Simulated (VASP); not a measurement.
Data:

```xyz
5
Lattice="3.9721 0.0000 0.0000 0.0000 3.9721 0.0000 0.0000 0.0000 3.9721" Properties=species:S:1:pos:R:3 pbc="T T T"
Ba     0.0000     0.0000     0.0000
Li     1.9861     1.9861     1.9861
F      0.0000     1.9861     1.9861
F      1.9861     0.0000     1.9861
F      1.9861     1.9861     0.0000
```

Calculation: PBEsol GGA, VASP's PBE PAW potentials (set 64) (plane waves; VASP). Run with 520 eV cut-off, 5×5×5 Γ-centred mesh, Gaussian smearing of 0.050 eV, potentials Ba_sv Li_sv F.

Unless said otherwise, spin-orbit coupling is left out, though it shifts the bands of the heavy elements here.

Problem. What does the run give for the energy per atom (σ→0), band gap (on the k-mesh) with the smallest direct gap where there is one?

Solution. 
| Property | Value |
|---|---|
| band gap (on the k-mesh) | 6.52 eV |
| smallest direct gap (on the k-mesh) | 6.52 eV |
| energy per atom (σ→0) | -5.502 eV/atom |

Total energies compare only between runs with the same potentials, cut-off and functional.

The structure comes from a computed database's BaLiF3 entry (Pm-3m); how it stands against other phases isn't given here. It was relaxed first. The start is the result of an earlier pass.
